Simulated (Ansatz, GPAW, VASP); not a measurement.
## One structure in several programs: Na₃Cd (Fm-3m, 4 atoms in the cell)

Self-consistent single point, at a second geometry (lattice scaled by 0.98). First geometry:

```xyz
4
Lattice="0.0000 3.8762 3.8762 3.8762 0.0000 3.8762 3.8762 3.8762 0.0000" Properties=species:S:1:pos:R:3 pbc="T T T"
Na     1.9381     1.9381     1.9381
Na     5.8144     5.8144     5.8144
Na     3.8762     3.8762     3.8762
Cd     0.0000     0.0000     0.0000
```

Shared settings, as Ansatz (a first-principles code) writes them: kpoints.mp_grid.grid = 10 10 10; scf.occupations.method = fermi_dirac; scf.occupations.width = 0.1 eV. Potentials and cutoffs stand in the table.

```csv
code,model,ΔF from the first geometry (meV/atom),pressure (GPa),cutoff
GPAW,"LDA (Perdew-Wang 92), GPAW PAW datasets LDA (gpaw-data 1.0.1)",-10.3,-0.59,800 eV
VASP,"LDA (PZ), VASP's LDA PAW potentials (set 64)",-10.0,-0.62,300 eV
Ansatz,"LDA (PW92), PAW files made with PBE",-10.1,-0.57,420 eV
```

The spread over the programs that give each value: ΔF from the first geometry within 0.3 meV/atom; pressure within 0.05 GPa.

Ansatz's pressure is given at a fixed set of plane waves, as the other plane-wave codes print theirs. The same LDA comes in different parametrisations, which differ slightly.

VASP's run is marked for a possible Pulay error in its stress at this cutoff; no cutoff test was made.

The starting cell comes from a database of computed structures (which also holds hypothetical and non-ambient phases and stackings), without a prior relaxation at this level. For this run, on top of that: lattice scaled by 0.98.

Left out of this page: Quantum ESPRESSO, CP2K and SIESTA (not drawn, or without a comparable value); FLEUR (with a known weakness of the program).

Keys are those of Ansatz 0.2.
